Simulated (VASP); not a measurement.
**BaTiO3: relaxation of cell and atoms with PBE**

Crystal: BaTiO3.

```xyz
5
Lattice="4.0320 0.0000 0.0000 0.0000 4.0320 0.0000 0.0000 0.0000 4.0320" Properties=species:S:1:pos:R:3 pbc="T T T"
Ba    2.0160    2.0160    2.0160
Ti    0.0000    0.0000    0.0000
O     2.0160    0.0000    0.0000
O     0.0000    2.0160    0.0000
O     0.0000    0.0000    2.0160
```

| Item | Value |
| --- | --- |
| Program | VASP 6.6.1 |
| Task | relaxation of cell and atoms |
| Functional | PBE |
| Potentials or basis | VASP PAW PBE potentials, release 64 (Ba_sv, Ti_sv, O) |
| Cutoff | 600 eV |
| k mesh | 8 × 8 × 8 |
| Occupations | gaussian, width 0.03 eV |
| Spin | no spin polarisation |
| Further INCAR settings | ALGO = Normal; EDIFF = 1e-07; IBRION = 2; EDIFFG = -0.005; NSW = 90; ISIF = 3 |

The pressure after relaxing is 0.0 GPa and the band gap on the k mesh is 1.70 eV, indirect (least direct gap 1.87 eV).

Final structure:
```xyz
5
Lattice="4.0320 0.0000 0.0000 0.0000 4.0320 0.0000 0.0000 0.0000 4.0320" Properties=species:S:1:pos:R:3 pbc="T T T"
Ba    2.0160    2.0160    2.0160
Ti    0.0000    0.0000    0.0000
O     2.0160    0.0000    0.0000
O     0.0000    2.0160    0.0000
O     0.0000    0.0000    2.0160
```

Levels at points of the mesh, in eV from the valence-band top:
| k point | band 18 | band 19 | band 20 | band 21 | band 22 | band 23 |
| --- | --- | --- | --- | --- | --- | --- |
| (0.00, 0.00, 0.00) | -0.17 | -0.17 | -0.17 | 1.70 | 1.70 | 1.70 |
| (0.50, 0.00, 0.00) | -1.80 | -0.71 | -0.71 | 1.85 | 3.38 | 3.38 |
| (0.50, 0.50, 0.00) | -0.88 | -0.88 | -0.09 | 3.38 | 3.38 | 3.79 |
| (0.50, 0.50, 0.50) | 0.00 | 0.00 | 0.00 | 4.02 | 4.02 | 4.02 |

Wall time 68 s on 1 thread of Intel(R) Xeon(R) Platinum 8488C (Sapphire Rapids), on a shared host, peak memory 0.23 GiB.

Caveat: the relaxation stopped at its first step, so nothing moved; spin-orbit coupling is left out, which moves the levels of the heavy elements. A k mesh can miss the band edges.
